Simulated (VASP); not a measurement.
Data:

```yaml
crystal:
  lattice:
    - [0.00000, 2.42751, 2.42751]
    - [2.42751, 0.00000, 2.42751]
    - [2.42751, 2.42751, 0.00000]
  atoms:
    - { symbol: Rh, position: [0.00000, 0.00000, 0.00000] }
    - { symbol: S, position: [0.50000, 0.50000, 0.50000] }
```

All values below come from PBEsol GGA, VASP's PBE PAW potentials (set 64) (plane waves; VASP). Numerical set-up: 400 eV cut-off, Gaussian smearing of 0.050 eV, potentials Rh_pv S.

### Question
Predict the band gap (along the path) with the smallest direct gap where there is one.

### Answer

| Property | Result |
|---|---|
| band gap (along the path) | none (metal, semimetal or under 0.01 eV) |

The structure was generated: RhS was put into the rock salt type (Fm-3m), which need not be its known phase. It was relaxed first, which changed the volume by -25 %. The electron count is odd and the run is not spin-polarised, which forces a metal.
